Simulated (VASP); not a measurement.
```
CELL_PARAMETERS angstrom
      0.00000     3.14500     3.14500
      3.14500     0.00000     3.14500
      3.14500     3.14500     0.00000
ATOMIC_POSITIONS crystal
  K  0.00000 0.00000 0.00000
  Cl 0.46820 0.53180 0.46820
```

Level of theory: r2SCAN meta-GGA, VASP's PBE PAW potentials (set 64) (plane waves; VASP). Run with 480 eV cut-off, 8×8×8 Γ-centred mesh, Gaussian smearing of 0.050 eV, potentials K_sv Cl.

**Question.** Which forces act on the atoms, in eV/Å?

**Answer.** 
```tsv
atom	Fx	Fy	Fz
K1	0.000	-0.333	0.000
Cl2	0.000	0.333	0.000
```

**Question.** Give the stress tensor in GPa (positive for a compressed cell).

**Answer.** 
```
-0.09   0.00   0.00
 0.00   1.07   0.00
 0.00   0.00  -0.09
```
The pressure is its mean diagonal, 0.30 GPa.

The compound is KCl in the rock salt structure. This cell was strained or had an atom moved on purpose.
